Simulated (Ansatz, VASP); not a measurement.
# Cross-check of LiMgF3 between VASP and Ansatz

One calculation is typed for both programs; each brings its own data sets. How far apart do they land? The cell is generated by rule, not measured, and may not be a known phase. The cell is taken from a series of runs on this material, whose earlier steps may have relaxed, scaled, displaced or heated it; both programs get it as it stands.

Method: plane waves, with VASP 6.6.1 beside it; zone-centre phonons at PBEsol, in Ansatz 0.2.0.

The structure was built from a prototype and need not be the compound's stable phase.

## Step 1: Set-up

The structure is cubic, space group Pm-3m (No. 221). The conventional cell has a = 3.873 Å, b = 3.873 Å, c = 3.873 Å, α = 90.00°, β = 90.00°, γ = 90.00°. Li has 12 F at 2.74 Å nearest. Mg has 6 F at 1.94 Å nearest. F has 2 Mg at 1.94 Å nearest. Farther neighbours and most contacts between anions are not listed.

## Step 2: Ansatz: zone-centre phonons, PBEsol

Ansatz runs on its PAW soft_1 files.

Second derivatives magnify differences that forces hide, and they need a tight electronic threshold.

Input file input.yaml:

```yaml
crystal:
  lattice:
    - [3.8727366541, 0.0, 0.0]
    - [0.0, 3.8727366541, 0.0]
    - [0.0, 0.0, 3.8727366541]
  atoms:
    - { symbol: Li, position: [0.0, 0.0, 0.0] }
    - { symbol: Mg, position: [0.5, 0.5, 0.5] }
    - { symbol: F, position: [0.5, 0.5, 0.0] }
    - { symbol: F, position: [0.5, 0.0, 0.5] }
    - { symbol: F, position: [0.0, 0.5, 0.5] }
kpoints:
  mp_grid: { grid: [8, 8, 8] }
hamiltonian:
  xc: pbesol
  pseudopotentials: { kind: paw, azcp: { folder: soft_1 }, xc_functional: pbe }
scf:
  occupations: { method: fixed }
output:
  eigenvalues: true
phonons:
  method: dfpt
  dielectric: true
  rigid_motions: translations
```

Launch:

```bash
$ ansatz run input.yaml --threads 8 --pin off --max-ram 16384MiB --backend cpu --events-out ev --progress --plain --runs-dir out
```

Numbers of over 12 decimals in the logs are rounded to 6 here.

The program printed:

```text
Engine: ansatz 0.2.0, x86_64-unknown-linux-gnu
Pseudopotentials: kind: paw
Pseudopotential: Li, paw, valence charge 3, recommended cutoff 420 eV (normal), soft_1/Li.paw.azcp
Pseudopotential: Mg, paw, valence charge 10, recommended cutoff 420 eV (normal), soft_1/Mg.paw.azcp
Pseudopotential: F, paw, valence charge 7, recommended cutoff 420 eV (normal), soft_1/F.paw.azcp
Functional definition: PBEsol
  exchange = pbesol_x
  correlation = pbesol_c
Crystal: 5 atoms, lattice volume = 58.084 Å³
Basis set: ecut = 420 eV, 1141 PW (Γ), exchange–correlation on 54×54×54 points (8 copies of the dense FFT grid, shifted against one another)
Bands: 22, of which v1, the nominal top of the filled ones, is band 17 counted from 1 (16 counted from 0)
Symmetry: 48 space group operations
k-points: 170 of 512 (irreducible under 2 space group operations, time reversal used)
Non-local potential: Li, projectors of the file, l = 0: 3, l = 1: 2, l = 2: 1
Non-local potential: Mg, projectors of the file, l = 0: 3, l = 1: 2, l = 2: 1
Non-local potential: F, projectors of the file, l = 0: 2, l = 1: 2, l = 2: 1
PAW form: soft (Blöchl's): semilocal exchange-correlation on the pseudo side does not see the compensation charge
PAW frozen core: Mg, regenerated for the run's functional, and the local potential with it (the file was generated under x = pbe(κ = 0.804, μ = 0.219515), c = pbe(β = 0.066725))
PAW frozen core: F, regenerated for the run's functional, and the local potential with it (the file was generated under x = pbe(κ = 0.804, μ = 0.219515), c = pbe(β = 0.066725))
PAW one-centre angular grid: Li, 110 points (default); XC on 64 Gauss nodes
PAW one-centre angular grid: Mg, 110 points (default); XC on 64 Gauss nodes
PAW one-centre angular grid: F, 110 points (default); XC on 64 Gauss nodes
Initial density: superposition of atomic densities (chi_scale 0.1, normalization cell, long waves kept (reshape's long-wave potential 0.01 eV rms))
Initial wavefunctions: pseudopotential atomic-orbital guess
Functional: x = pbesol(κ = 0.804, μ = 0.123457), c = pbesol(β = 0.046)
SCF iter   1: F=—  HF=-4524.809510 eV  |F-HF|=—  |Δ(HF+E_count)|=         —  Δρ=1.02e-1  dr2=4.24e0  ethr=3.10e-3  ⟨swp⟩=4.3  Hψ=16260  notcnv=0  defer=370
preconditioner: auto → Resta (q_TF=auto, 2.495 Å⁻¹)  ε∞=3.0  [insulator: Δε(μ)=4.968 eV  Ē_g=16.673 eV  n_scr=18 (ndim 8)  ℏωp=23.9 eV  f_vac=0.000  ε∞_Penn≈3.0]
SCF iter   2: F=—  HF=-4523.712961 eV  |F-HF|=—  |Δ(HF+E_count)|=    1.10e0  Δρ=4.46e-2  dr2=1.07e0  ethr=3.10e-3  ⟨swp⟩=2.0  Hψ=8449  notcnv=0  defer=349
SCF iter   3: F=—  HF=-4523.492589 eV  |F-HF|=—  |Δ(HF+E_count)|=   2.20e-1  Δρ=1.84e-2  dr2=1.89e-1  ethr=3.10e-3  ⟨swp⟩=2.7  Hψ=6687  notcnv=0  defer=451
SCF iter   4: F=—  HF=-4523.441015 eV  |F-HF|=—  |Δ(HF+E_count)|=   5.16e-2  Δρ=3.95e-3  dr2=1.32e-2  ethr=5.57e-4  ⟨swp⟩=2.0  Hψ=6262  notcnv=0  defer=487
SCF iter   5: F=—  HF=-4523.439653 eV  |F-HF|=—  |Δ(HF+E_count)|=   1.36e-3  Δρ=1.26e-3  dr2=9.45e-4  ethr=3.88e-5  ⟨swp⟩=2.3  Hψ=6525  notcnv=0  defer=491
SCF iter   6: F=—  HF=-4523.439960 eV  |F-HF|=—  |Δ(HF+E_count)|=   3.07e-4  Δρ=2.01e-4  dr2=2.81e-5  ethr=2.78e-6  ⟨swp⟩=2.1  Hψ=5495  notcnv=0  defer=497
SCF iter   7: F=—  HF=-4523.439971 eV  |F-HF|=—  |Δ(HF+E_count)|=   1.05e-5  Δρ=5.37e-5  dr2=9.01e-7  ethr=8.26e-8  ⟨swp⟩=2.1  Hψ=6124  notcnv=0  defer=349
SCF iter   8: F=—  HF=-4523.439971 eV  |F-HF|=—  |Δ(HF+E_count)|=   7.07e-7  Δρ=7.54e-6  dr2=2.12e-8  ethr=2.65e-9  ⟨swp⟩=2.0  Hψ=6065  notcnv=0  defer=175
SCF iter   9: F=—  HF=-4523.439971 eV  |F-HF|=—  |Δ(HF+E_count)|=   2.70e-8  Δρ=1.28e-6  dr2=6.81e-10  ethr=6.25e-11  ⟨swp⟩=2.0  Hψ=6290  notcnv=0  defer=175
SCF iter  10: F=-4523.439971 eV  HF=-4523.439971 eV  |F-HF|=4.09e-11  |Δ(HF+E_count)|=  9.80e-10  Δρ=2.68e-7  dr2=2.98e-11  ethr=1.00e-12  ⟨swp⟩=12.0  Hψ=22463  notcnv=0
SCF 1 converged in 10 iterations: F = -4523.439971 eV  dr2 = 2.98e-11
  greatest PAW one-centre occupation: 1.000 electrons in one spin orbital (limit 2), on the Mg atom at site 1 (counted from 0), in its partial waves of l = 0
DFPT response loops at Γ: preconditioner auto → none (the input reference at scf.mixing.eps_inf says where Resta's filter doesn't serve); β = 0.50; Broyden in place of MSR1
SCF converged after 10 iterations
Free energy (F): -4523.439971 eV
Harris-Foulkes:  -4523.439971 eV  (|F-HF|=4.09e-11)
Internal energy: -4523.439971 eV  (E = F + TS)
E sigma→0 (E₀):  -4523.439971 eV
Fermi energy:    0.931922 eV
--- Per-component energies (eV) ---
  E_band       = -561.102485
  E_kinetic    = 682.161178
  E_local      = -3942.292029  (includes V_loc(G=0)·N_el)
  E_nonlocal   = 437.777687
  E_hartree    = 1439.295883
  E_xc         = -264.772269
  E_vxc        = -341.946104  (∫ρ·V_xc dr)
  E_paw        = -906.235057  (= ΣΔE_a)
  E_vpaw       = -275.396502  (= ΣTr[D̂ρ^β])
  E_aug_tail   = 0.001661  (compensation charges beyond the density's cutoff)
  E_ewald      = -1969.563217
  E_core_change = 0.186190  (= ΣΔE_core)
  E_smearing   = -0.000000  (= −TS)
  E_closure    = 0.000000  (closes the sum)
  Σ components = -4523.439971   (vs F -4523.439971, Δ=0.00e0)
--- Band table (eV; the first three rows and the last of 170) ---
  k-point 0: bands = [... 13 lower, 0.2346, 0.4396, 0.4396, 0.4396, 6.8136, 13.9627, 13.9627, 13.9627, ... 1 higher]
  k-point 1: bands = [... 13 lower, 0.2030, 0.2684, 0.4145, 0.4145, 7.0463, 12.9157, 13.8491, 13.8491, ... 1 higher]
  k-point 2: bands = [... 13 lower, 0.0561, 0.1274, 0.3892, 0.3892, 7.6581, 11.6717, 13.6051, 13.6051, ... 1 higher]
  k-point 169: bands = [... 13 lower, -0.2769, 0.9319, 0.9319, 0.9319, 10.7911, 12.2973, 12.2973, 12.2973, ... 1 higher]
--- Phonons (Γ-DFPT): 4 representative perturbations + reference, on 170 of 512 k-points (Σ response iterations 14) ---
  k mesh reduced under 2 symmetry operations, with k and −k counted as one. Each operation leaves every solved perturbation unchanged. A smaller set is not considered because the run solves the response to a homogeneous field
  ASR residual: 1.244e-3 → 0.000e0 eV/Å²; symmetrization residual: 1.265e-6 eV/Å²
  ASR residual per site (eV/Å²): 1.29e-4 1.24e-3 1.00e-3 1.00e-3 1.00e-3
  Γ frequencies (cm⁻¹): -228.19 -228.19 -228.19 0.00 0.00 0.00 89.72 89.72 89.72 293.86 293.86 293.86 572.16 572.16 572.16
  ε∞ (high-frequency dielectric tensor):
        1.989148     0.000000     0.000000
        0.000000     1.989148     0.000000
        0.000000     0.000000     1.989148
  softest optical mode at Γ: -228.19 cm⁻¹; the repairs (sum rule, projections) moved no ω² at Γ by more than (3.88 cm⁻¹)²
  Born effective charges Z* (e; rows j = field, columns β = displacement):
    site 0:
         1.20382    0.00000    0.00000
        -0.00000    1.20382    0.00000
         0.00000    0.00000    1.20382
    site 1:
         1.88600    0.00000    0.00000
        -0.00000    1.88600    0.00000
         0.00000    0.00000    1.88600
    site 2:
        -0.90621    0.00000    0.00000
         0.00000   -0.90621    0.00000
         0.00000    0.00000   -1.27739
    site 3:
        -0.90621    0.00000    0.00000
         0.00000   -1.27739    0.00000
         0.00000    0.00000   -0.90621
    site 4:
        -1.27739    0.00000    0.00000
         0.00000   -0.90621    0.00000
         0.00000    0.00000   -0.90621
  Z* charge neutrality: 4.700e-5 e pre-enforcement
  k-mesh period / interband length: 31.0 Å / 0.88 Å = 35.24 at k = (0.0000, 0.0000, 0.0000), direct gap 6.374 eV — 14 or more, which is no proof of convergence
  optical modes at Γ without the LO–TO term, one row a degenerate level:
      ω (cm⁻¹)  modes    IR ((D/Å)²/amu)
       -228.19      3            21.8669
         89.72      3             0.0000
        293.86      3             2.1511
        572.16      3            12.4915
  optical modes at Γ + LO–TO along q̂ = [1.0000, 0.0000, 0.0000]:
      ω (cm⁻¹)  modes    IR ((D/Å)²/amu)
       -228.19      2            14.5779
         89.72      3             0.0000
[...]
optical modes at Γ + LO–TO along q̂ = [0.0000, 1.0000, 0.0000]:
      ω (cm⁻¹)  modes    IR ((D/Å)²/amu)
[...]
662.58      1             7.9302
  optical modes at Γ + LO–TO along q̂ = [0.0000, 0.0000, 1.0000]:
      ω (cm⁻¹)  modes    IR ((D/Å)²/amu)
       -228.19      2            14.5779
         89.72      3             0.0000
        189.86      1             2.3086
        293.86      2             1.4341
        333.54      1             1.9310
        572.16      2             8.3277
        662.58      1             7.9302
```

In the SCF lines HF is the Harris–Foulkes energy and dr2 the Hartree energy of the density residual, in eV; the loop may stop once dr2 is under the threshold and the program's other checks hold. Hψ counts applications of the Hamiltonian.

(Part 1 of 3 ends here.)

[Lines on the potential files, build, host, timing and source positions are cut from VASP's logs without a mark.]

[Logs are printed without paths, hosts, clocks, repeated set-up lines and the standing remarks that a program may print on its own settings, such as how far it seeks lower states.]

[Hosts, paths, dates, database ids (printed as entryN), source tags and the programs' standing remarks are cut or masked in the printed files.]
